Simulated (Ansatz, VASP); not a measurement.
NaCaF3 in VASP and in Ansatz

Contents of INCAR:

```
SYSTEM = NaCaF3
PREC = Accurate
ENCUT = 600
EDIFF = 1E-6
ISMEAR = 0
SIGMA = 0.02
LREAL = .False.
LASPH = .True.
NELM = 100
ALGO = Fast
ISIF = 3
LWAVE = .False.
LCHARG = .False.
GGA = PE
IBRION = 2
NSW = 100
EDIFFG = -0.01
```

KPOINTS

```
Automatic mesh
0
Gamma
  6 6 6
  0 0 0
```

File POSCAR:

```
NaCaF3
1.0
    4.1018560309      0.0000000000      0.0000000000
    0.0000000000      4.1018560309      0.0000000000
    0.0000000000      0.0000000000      4.1018560309
Na Ca F
1 1 3
Direct
    0.0000000000      0.0000000000      0.0000000000
    0.5000000000      0.5000000000      0.5000000000
    0.5000000000      0.0000000000      0.0000000000
    0.0000000000      0.5000000000      0.0000000000
    0.0000000000      0.0000000000      0.5000000000
```

Input for Ansatz:

```yaml
crystal:
  lattice:
    - [4.1018560309, 0.0, 0.0]
    - [0.0, 4.1018560309, 0.0]
    - [0.0, 0.0, 4.1018560309]
  atoms:
    - { symbol: Na, position: [0.0, 0.0, 0.0] }
    - { symbol: Ca, position: [0.5, 0.5, 0.5] }
    - { symbol: F, position: [0.5, 0.0, 0.0] }
    - { symbol: F, position: [0.0, 0.5, 0.0] }
    - { symbol: F, position: [0.0, 0.0, 0.5] }
basis:
  ecutwfc: 420
kpoints:
  mp_grid: { grid: [6, 6, 6] }
hamiltonian:
  xc: pbe
scf:
  occupations: { method: gaussian, width: 0.02 }
output:
  forces: true
  stress: true
  eigenvalues: true
relax:
  adjacent_minimum: "off"
  f_tol: 0.01
  max_steps: 80
  cell: { stress_tol: 0.05 }
```

Alike in both runs: task relaxation of cell and atoms; functional PBE; k mesh 6 × 6 × 6; occupations gaussian, width 0.02 eV; no spin polarisation.

|  | VASP | Ansatz |
| --- | --- | --- |
| version | VASP 6.6.1 | Ansatz 0.2.0 |
| potentials or method | VASP PAW PBE potentials, release 64 (Na_pv, Ca_sv, F) | scalar-relativistic, plane waves, PAW |
| plane-wave cutoff (eV) | 600 | 420 |
| valence electrons in the cell | 38 | 40 |

VASP gave:

| Property | Result |
| --- | --- |
| gap on the k mesh at the Fermi level, each at its own relaxed structure (eV) | 5.00 |
| relaxed volume (Å³/atom) | 13.80 |
| relaxed cell length with the largest relative difference (Å) | 4.102 |

Q: Estimate Ansatz's values.

A: gap on the k mesh at the Fermi level, each at its own relaxed structure (eV): 4.97; relaxed volume (Å³/atom): 13.80; relaxed cell length with the largest relative difference (Å): 4.102.

The two sets of potentials don't hold the same shells in valence.

Caveats: the relaxation stopped at its first step, so nothing moved. A k mesh can miss the band edges. PBE gaps usually lie below the measured ones, often by a third to a half.
